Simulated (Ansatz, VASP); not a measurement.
# Cross-check of NbRh between VASP and Ansatz, part 2 of 2

One calculation is typed for both programs; each brings its own data sets. How far apart do they land? The cell is taken from a series of runs on this material, whose earlier steps may have relaxed, scaled, displaced or heated it; both programs get it as it stands.

VASP 6.6.1 and Ansatz 0.2.0.

So far: Starting point; VASP: zone-centre phonons, PBEsol.

## 3. Ansatz: zone-centre phonons, PBEsol

Level of this step: Ansatz beside VASP: Kohn-Sham DFT, plane waves, PBEsol (Ansatz).

Ansatz runs on its default PAW (the set named soft_2) files.

The same cell, functional, mesh and smearing now go to Ansatz, which takes its cutoff from its data sets.

input.yaml

```yaml
crystal:
  lattice:
    - [2.827579913, 0.0, 0.0]
    - [0.0, 2.827579913, 0.0]
    - [0.0, 0.0, 3.8316544016]
  atoms:
    - { symbol: Nb, position: [0.0, 0.0, 0.0] }
    - { symbol: Rh, position: [0.5, 0.5, 0.5] }
kpoints:
  mp_grid: { grid: [20, 20, 12] }
hamiltonian:
  xc: pbesol
scf:
  occupations: { method: fermi_dirac, width: 0.1 }
output:
  eigenvalues: true
phonons:
  method: dfpt
  qpoints: [[0, 0, 0], [0.0, 0.25, 0.0], [0.0, 0.5, 0.0]]
```

Run with:

```bash
$ ansatz run input.yaml --threads 4 --pin off --max-ram 8192MiB --backend cpu --events-out ev --progress --plain --runs-dir out
```

Numbers of over 12 decimals in the logs are rounded to 6 here.

Log:

```text
Engine: ansatz 0.2.0, aarch64-unknown-linux-gnu
Pseudopotentials: kind: paw
Pseudopotential: Nb, paw, valence charge 13, recommended cutoff 420 eV (normal), Nb.paw.azcp
Pseudopotential: Rh, paw, valence charge 17, recommended cutoff 420 eV (normal), Rh.paw.azcp
Functional definition: PBEsol
  exchange = pbesol_x
  correlation = pbesol_c
Crystal: 2 atoms, lattice volume = 30.635 Å³
Basis set: ecut = 420 eV, 617 PW (Γ), exchange–correlation on 40×40×54 points (8 copies of the dense FFT grid, shifted against one another)
Bands: 19, of which v1, the nominal top of the filled ones, is band 15 counted from 1 (14 counted from 0)
Symmetry: 16 space group operations
k-points: 462 of 4800
Non-local potential: Nb, projectors of the file, l = 0: 3, l = 1: 2, l = 2: 2, l = 3: 1
Non-local potential: Rh, projectors of the file, l = 0: 3, l = 1: 2, l = 2: 2, l = 3: 1
PAW form: soft (Blöchl's): semilocal exchange-correlation on the pseudo side does not see the compensation charge
PAW frozen core: Nb, regenerated for the run's functional, and the local potential with it (the file was generated under x = pbe(κ = 0.804, μ = 0.219515), c = pbe(β = 0.066725))
PAW frozen core: Rh, regenerated for the run's functional, and the local potential with it (the file was generated under x = pbe(κ = 0.804, μ = 0.219515), c = pbe(β = 0.066725))
PAW one-centre angular grid: Nb, 590 points (default); XC on 64 Gauss nodes
PAW one-centre angular grid: Rh, 590 points (default); XC on 64 Gauss nodes
Initial density: superposition of atomic densities (neutral atoms: chi_scale 0, normalization atom), corrected by the library's trained network
Initial wavefunctions: pseudopotential atomic-orbital guess
Functional: x = pbesol(κ = 0.804, μ = 0.123457), c = pbesol(β = 0.046)
SCF iter   1: F=—  HF=-10835.079103 eV  |F-HF|=—  |Δ(HF+E_count)|=         —  Δρ=5.67e-3  dr2=7.56e-3  ethr=1.77e-3  ⟨swp⟩=4.4  Hψ=35252  notcnv=0
preconditioner: auto → none  [metal: Δε(μ)=0.011 eV  Ē_g=5.338 eV  σ=0.100 eV  W_gap=0.03  n_scr=6 (ndim 8)  ℏωp=25.1 eV  f_vac=0.000  D(μ)=1.65/eV (n_scr^D=14)  sad-step TF]
SCF iter   2: F=—  HF=-10835.079534 eV  |F-HF|=—  |Δ(HF+E_count)|=   4.31e-4  Δρ=3.51e-3  dr2=4.94e-3  ethr=2.52e-5  ⟨swp⟩=2.1  Hψ=14888  notcnv=0
SCF iter   3: F=—  HF=-10835.078671 eV  |F-HF|=—  |Δ(HF+E_count)|=   8.63e-4  Δρ=4.48e-4  dr2=6.59e-5  ethr=1.65e-5  ⟨swp⟩=2.0  Hψ=10649  notcnv=0
SCF iter   4: F=—  HF=-10835.078665 eV  |F-HF|=—  |Δ(HF+E_count)|=   6.36e-6  Δρ=1.19e-4  dr2=5.70e-6  ethr=2.20e-7  ⟨swp⟩=2.3  Hψ=13408  notcnv=0
SCF iter   5: F=—  HF=-10835.078663 eV  |F-HF|=—  |Δ(HF+E_count)|=   1.93e-6  Δρ=2.17e-5  dr2=9.34e-8  ethr=1.90e-8  ⟨swp⟩=2.4  Hψ=13684  notcnv=0
SCF iter   6: F=—  HF=-10835.078663 eV  |F-HF|=—  |Δ(HF+E_count)|=   3.45e-7  Δρ=5.16e-6  dr2=4.19e-9  ethr=3.11e-10  ⟨swp⟩=2.8  Hψ=16271  notcnv=0
SCF iter   7: F=—  HF=-10835.078663 eV  |F-HF|=—  |Δ(HF+E_count)|=  7.20e-10  Δρ=8.08e-7  dr2=1.34e-10  ethr=1.40e-11  ⟨swp⟩=2.1  Hψ=12184  notcnv=0
SCF iter   8: F=-10835.078663 eV  HF=-10835.078663 eV  |F-HF|=3.64e-12  |Δ(HF+E_count)|=  1.46e-11  Δρ=1.58e-7  dr2=5.93e-12  ethr=1.00e-12  ⟨swp⟩=5.0  Hψ=38608  notcnv=0
SCF 1 converged in 8 iterations: F = -10835.078663 eV  dr2 = 5.93e-12
  greatest PAW one-centre occupation: 1.000 electrons in one spin orbital (limit 2), on the Rh atom at site 1 (counted from 0), in its partial waves of l = 0
NSCF: frozen V_eff on 462 k-points
NSCF: frozen V_eff on 847 k-points
DFPT response loops at q = (0, 0, 0) (fractional): preconditioner auto → Kerker (q_TF=auto, 2.719 Å⁻¹) (partly filled bands, converged f_vac=0.000); β = 1.00, the filter's whole step (`scf.mixing.beta` (0.50) is not read by the response loops under this deck's `scf.mixing.preconditioner`; to damp them name `kerker` or `kerker_dos`, under which they read `scf.mixing.beta`, and type it under 1.00, their step now; both keys bind the ground state too); Broyden in place of MSR1
NSCF: frozen V_eff on 3080 k-points
DFPT response loops at q = (0, 0.25, 0) (fractional): mixed as the last ones told, above
NSCF: frozen V_eff on 1694 k-points
DFPT response loops at q = (0, 0.5, 0) (fractional): mixed as the last ones told, above
SCF converged after 8 iterations
Free energy (F): -10835.078663 eV
Harris-Foulkes:  -10835.078663 eV  (|F-HF|=3.64e-12)
Internal energy: -10835.023917 eV  (E = F + TS)
E sigma→0 (E₀):  -10835.051290 eV
Entropy (-TS):   -0.054746 eV (-27.373 meV/atom)
Fermi energy:    20.624979 eV
--- Per-component energies (eV) ---
  E_band       = -149.289057
  E_kinetic    = 970.359748
  E_local      = -2361.991025  (includes V_loc(G=0)·N_el)
  E_nonlocal   = 476.852868
  E_hartree    = 819.051750
  E_xc         = -396.351269
  E_vxc        = -492.127117  (∫ρ·V_xc dr)
  E_paw        = -6541.449386  (= ΣΔE_a)
  E_vpaw       = -380.487815  (= ΣTr[D̂ρ^β])
  E_aug_tail   = 0.000832  (compensation charges beyond the density's cutoff)
  E_ewald      = -3801.962344
  E_core_change = 0.464909  (= ΣΔE_core)
  E_smearing   = -0.054746  (= −TS)
  E_closure    = 0.000000  (closes the sum)
  Σ components = -10835.078663   (vs F -10835.078663, Δ=0.00e0)
--- Band table (eV; the first three rows and the last of 462) ---
  k-point 0: bands = [... 11 lower, 18.3710, 18.3710, 19.6019, 19.9927, 21.7668, 24.8355, 24.8355, 24.9478]
  k-point 1: bands = [... 11 lower, 18.4091, 18.4091, 19.5184, 20.0028, 21.6528, 24.6647, 24.6647, 24.6832]
  k-point 2: bands = [... 11 lower, 18.5191, 18.5191, 19.2853, 20.0308, 21.3119, 24.0186, 24.2269, 24.2269]
  k-point 461: bands = [... 11 lower, 17.4236, 18.6843, 18.6843, 19.2812, 21.2336, 23.3332, 26.8037, 29.3372]
--- Phonons (Γ-DFPT): 4 representative perturbations + reference (Σ response iterations 12) ---
  ASR residual: 9.587e-4 → 0.000e0 eV/Å²; symmetrization residual: 9.502e-6 eV/Å²
  ASR residual per site (eV/Å²): 5.35e-4 9.59e-4
  Γ frequencies (cm⁻¹): 0.00 0.00 0.00 155.61 155.61 220.59
  non-analytic LO–TO correction: not included (Born effective charges unavailable; polar crystals: no LO–TO splitting at Γ)
--- Phonons (arbitrary-q DFPT): 3 explicit q-points ---
  q = [0, 0, 0] (of the zone-centre solve; hermiticity 2.17e-6, symmetrization 2.33e-13): -0.00 0.00 0.00 155.61 155.61 220.59
  q = [0, 0.25, 0] (6 solved perturbations on 1540 of 4800 k-point pairs; hermiticity 3.82e-6, symmetrization 1.34e-14): 53.96 89.85 140.30 149.15 171.40 198.53
  q = [0, 0.5, 0] (6 solved perturbations on 847 of 4800 k-point pairs; hermiticity 7.34e-8, symmetrization 5.35e-8): 95.54 131.73 152.04 157.96 199.18 259.00
  sum rule: each row above includes the acoustic sum rule's correction from the zone centre's row sums; it moved no ω² by more than (1.59 cm⁻¹)²
```

## 4. Differences

Known differences besides the potentials themselves: the data sets hold 30 valence electrons in Ansatz (on its default PAW (the set named soft_2) files) and 28 in VASP; the cutoff is 420 eV in Ansatz and 500 eV in VASP; Ansatz makes its cores anew for this functional, VASP keeps those of its PBE data sets. Total energies have different zeros and are not compared.

Compared:

```tsv
quantity	Ansatz	VASP	difference
optical mode 1 to 2 (cm⁻¹)	155.6	156.5	-0.54 %
optical mode 3 (cm⁻¹)	220.6	221.9	-0.61 %
```

Modes are paired by rising frequency, not by their patterns, so a pair may set unlike modes beside each other; they are those without the splitting of longitudinal modes.

## 5. What came out

```json
{"r.m.s. difference of the optical zone-centre modes, each program's sorted by frequency (zone-centre phonons, PBEsol)": "1.0 cm⁻¹", "difference in optical mode 3 (zone-centre phonons, PBEsol)": "-0.6 %"}
```

What this shows: The r.m.s. difference of the optical zone-centre modes, each program's sorted by frequency is 1.0 cm⁻¹ (zone-centre phonons, PBEsol). The data sets hold unlike numbers of valence electrons (30 in Ansatz and 28 in VASP), so part of the differences comes from the potentials. Among the rows given in per cent, the largest difference of the zone-centre phonons, PBEsol pair is in optical mode 3, -0.6 %. How closely two codes agree says nothing of how well the functional describes the real material.

[Lines on the potential files, build, host, timing and source positions are cut from VASP's logs without a mark.]

[Logs are printed without paths, hosts, clocks, repeated set-up lines and the standing remarks that a program may print on its own settings, such as how far it seeks lower states.]

[Hosts, paths, dates, database ids (printed as entryN), source tags and the programs' standing remarks are cut or masked in the printed files.]
